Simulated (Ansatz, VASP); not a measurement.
Two plane-wave programs on Si2I

File INCAR:

```
SYSTEM = Si2I
  PREC = Accurate
  ENCUT = 600
  EDIFF = 1E-7
  ISMEAR = 0
  SIGMA = 0.1
  LREAL = .False.
  LASPH = .True.
  NELM = 60
  ALGO = Normal
  ISIF = 3
  LWAVE = .False.
  LCHARG = .False.
  GGA = PE
  IBRION = 2
  NSW = 90
  EDIFFG = -0.04
```

File KPOINTS:

```
Automatic mesh
0
Gamma
  4 4 4
  0 0 0
```

POSCAR

```
Si2I
1.0
    0.0000000000      4.1445494300      4.1445494300
    4.1445494300      0.0000000000      4.1445494300
    4.1445494300      4.1445494300      0.0000000000
Si I
4 2
Direct
    0.6250000000      0.6250000000      0.1250000000
    0.6250000000      0.1250000000      0.6250000000
    0.6250000000      0.6250000000      0.6250000000
    0.1250000000      0.6250000000      0.6250000000
    0.2500000000      0.2500000000      0.2500000000
    0.0000000000      0.0000000000      0.0000000000
```

Input for Ansatz:

```yaml
crystal:
  lattice:
    - [0.0, 4.14454943, 4.14454943]
    - [4.14454943, 0.0, 4.14454943]
    - [4.14454943, 4.14454943, 0.0]
  atoms:
    - { symbol: Si, position: [0.625, 0.625, 0.125] }
    - { symbol: Si, position: [0.625, 0.125, 0.625] }
    - { symbol: Si, position: [0.625, 0.625, 0.625] }
    - { symbol: Si, position: [0.125, 0.625, 0.625] }
    - { symbol: I, position: [0.25, 0.25, 0.25] }
    - { symbol: I, position: [0.0, 0.0, 0.0] }
basis:
  ecutwfc: 420
kpoints:
  mp_grid: { grid: [4, 4, 4] }
hamiltonian:
  xc: pbe
scf:
  occupations: { method: gaussian, width: 0.1 }
  lower_state_search: "off"
output:
  forces: true
  stress: true
  eigenvalues: true
relax:
  adjacent_minimum: "off"
  f_tol: 0.04
  max_steps: 70
  cell: { stress_tol: 0.4 }
```

Change from the starting cell: species swapped into the CeRh2 type (Fd-3m, No. 227).

Alike in both runs: task relaxation of cell and atoms; functional PBE; k mesh 4 × 4 × 4; occupations gaussian, width 0.1 eV; no spin polarisation.

```csv
,VASP,Ansatz
version,VASP 6.6.1,Ansatz 0.2.0
potentials or method,"VASP PAW PBE potentials, release 64 (Si, I)","scalar-relativistic, plane waves, PAW"
plane-wave cutoff (eV),600,420
valence electrons in the cell,30,50
```

```tsv
	VASP	Ansatz	Ansatz less VASP
gap on the k mesh at the Fermi level, each at its own relaxed structure (eV)	none	none	-
relaxed volume (Å³/atom)	21.39	21.47	+0.077
relaxed cell length with the largest relative difference (Å)	5.662	5.669	+0.0068
energy change over the relaxation (meV/atom)	-34	-34	+0.3
```

A gap of «none» marks a metal or a gap that the smearing closes. The two sets of potentials don't hold the same shells in valence.

Spin-orbit coupling is left out, which matters for the levels of I.
